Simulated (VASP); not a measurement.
Calculation: LDA (Ceperley-Alder, Perdew-Zunger), VASP's LDA PAW potentials (set 64) (plane waves; VASP).

The input files of a VASP run:

INCAR:
```
LASPH  =  .TRUE.
ISMEAR  =  0
ICHARG  =  11
LMAXMIX  =  4
SYSTEM  =  YSi2
SIGMA  =  0.05   # width (eV)
EDIFF  =  1E-7   # SCF stop (eV)
LWAVE  =  .FALSE.
LCHARG  =  .FALSE.
LREAL  =  .FALSE.   # projection in real space or not
ALGO  =  Normal   # blocked Davidson
ENCUT  =  400   # plane-wave cut-off (eV)
LORBIT  =  11   # lm-projected
NELM  =  100   # most electronic steps
PREC  =  Accurate
```

File POSCAR:
```
YSi2
4.0249020
  1.0000001213   0.0000000000   0.0000000000
 -0.5000000607   0.8660255392   0.0000000000
  0.0000000000   0.0000000000   0.9607464327
Y Si
1 2
Cart
  1.0000001213   0.0000000000   0.0000000000
 -0.0000005000   0.5773506482   0.4803732163
  0.5000005607   0.2886748911   0.4803732163
```

**KPOINTS**
```
k-points along high-symmetry lines
10
Line-mode
Reciprocal
  0.000000   0.000000   0.000000 ! GAMMA
  0.500000   0.000000   0.000000 ! M

  0.500000   0.000000   0.000000 ! M
  0.333333   0.333333   0.000000 ! K

  0.333333   0.333333   0.000000 ! K
  0.000000   0.000000   0.000000 ! GAMMA

  0.000000   0.000000   0.000000 ! GAMMA
  0.000000   0.000000   0.500000 ! A

  0.000000   0.000000   0.500000 ! A
  0.500000   0.000000   0.500000 ! L

  0.500000   0.000000   0.500000 ! L
  0.333333   0.333333   0.500000 ! H

  0.333333   0.333333   0.500000 ! H
  0.000000   0.000000   0.500000 ! A

  0.500000   0.000000   0.500000 ! L
  0.500000   0.000000   0.000000 ! M

  0.333333   0.333333   0.500000 ! H
  0.333333   0.333333   0.000000 ! K
```

POTCAR, in this order: Y_sv Si (LDA.64 set). Program: vasp_std. Read from the step before: CHGCAR.

Output of the run:

File OUTCAR:
```
 ion  position               nearest neighbor table
   1  0.000  0.000  0.000-   2 3.02   3 3.02   2 3.02   3 3.02   3 3.02   3 3.02   2 3.02   2 3.02
                             3 3.02   3 3.02   2 3.02   2 3.02
   2  0.333  0.667  0.500-   3 2.32   3 2.32   3 2.32   1 3.02   1 3.02   1 3.02   1 3.02   1 3.02
                             1 3.02
   3  0.667  0.333  0.500-   2 2.32   2 2.32   2 2.32   1 3.02   1 3.02   1 3.02   1 3.02   1 3.02
                             1 3.02
  LATTYP: Found a hexagonal cell.
 ALAT       =     4.0249024883
 C/A-ratio  =     0.9607463161
 Subroutine PRICEL returns:
 Original cell was already a primitive cell.
 Subroutine GETGRP returns: Found 24 space group operations
The static configuration has the point symmetry D_6h.
The dynamic configuration has the point symmetry D_6h.
 Subroutine INISYM returns: Found 24 space group operations
   k-points           NKPTS =     90   k-points in BZ     NKDIM =     90   number of bands    NBANDS=     13
   number of dos      NEDOS =    301   number of ions     NIONS =      3
   total plane-waves  NPLWV =  21952
   dimension x,y,z NGX =    28 NGY =   28 NGZ =   28
   dimension x,y,z NGXF=    56 NGYF=   56 NGZF=   56
   ions per type =               1   2
   PREC   = accura    normal or accurate (medium, high low for compatibility)
   ISTART =      0    job   : 0-new  1-cont  2-samecut
   ICHARG =     11    charge: 1-file 2-atom 10-const
...
```

### OSZICAR
```
       N       E                     dE             d eps       ncg     rms          rms(c)
DAV:   1     0.432611075718E+02    0.43261E+02   -0.77601E+03  2340   0.107E+03
DAV:   2    -0.173097004674E+02   -0.60571E+02   -0.59020E+02  2865   0.210E+02
DAV:   3    -0.201592979365E+02   -0.28496E+01   -0.27825E+01  3613   0.338E+01
DAV:   4    -0.202340299128E+02   -0.74732E-01   -0.74682E-01  3125   0.559E+00
DAV:   5    -0.202359007396E+02   -0.18708E-02   -0.18707E-02  3530   0.723E-01
DAV:   6    -0.202359162671E+02   -0.15528E-04   -0.15528E-04  3171   0.717E-02
DAV:   7    -0.202359165542E+02   -0.28706E-06   -0.28687E-06  3431   0.827E-03
DAV:   8    -0.202359165616E+02   -0.74201E-08   -0.72521E-08  2369   0.110E-03
   1 F= -.20235917E+02 E0= -.20234982E+02  d E =-.186874E-02
```

**OUTCAR**
```
 val. band max:        7.2521019070   @ k =   0.4259   0.1481   0.0000

 cond. band min:       7.2819182842   @ k =   0.1481   0.1481   0.5000



 k-point     1 :       0.0000    0.0000    0.0000
  band No.  band energies     occupation
      1     -34.7836      2.00000
      2     -14.9367      2.00000
      3     -14.9220      2.00000
      4     -14.9220      2.00000
      5      -4.8623      2.00000
      6       3.8874      2.00000
      7       3.8875      2.00000
      8       5.4205      2.00000
      9       5.9298      2.00000
     10       6.3145      2.00000
     11       8.5412      0.00000
     12       8.5412      0.00000
     13      10.0724      0.00000

 k-point     2 :       0.0556    0.0000    0.0000
  band No.  band energies     occupation
      1     -34.7832      2.00000
      2     -14.9358      2.00000
      3     -14.9287      2.00000
      4     -14.9235      2.00000
      5      -4.8213      2.00000
      6       3.5933      2.00000
      7       3.8746      2.00000
      8       5.4036      2.00000
      9       5.9399      2.00000
     10       6.6183      2.00000
     11       8.4517      0.00000
     12       8.5756      0.00000
     13      10.0949      0.00000

 k-point     3 :       0.1111    0.0000    0.0000
  band No.  band energies     occupation
      1     -34.7821      2.00000
      2     -14.9479      2.00000
      3     -14.9331      2.00000
      4     -14.9275      2.00000
      5      -4.6994      2.00000
      6       2.9613      2.00000
      7       3.8379      2.00000
      8       5.3576      2.00000
      9       5.9451      2.00000
     10       7.1897      1.99015
     11       8.3963      0.00000
     12       8.6800      0.00000
     13       9.9132      0.00000

 k-point     4 :       0.1667    0.0000    0.0000
  band No.  band energies     occupation
      1     -34.7805      2.00000
      2     -14.9770      2.00000
      3     -14.9338      2.00000
      4     -14.9290      2.00000
...
```

The density is held fixed in this step, so its total energy and stress have no physical meaning.

The structure comes from a computed database's YSi2 entry (P6/mmm); how it stands against other phases isn't given here. It was relaxed first, which changed the volume by -5 %. The electron count is odd and the run is not spin-polarised, which forces a metal.
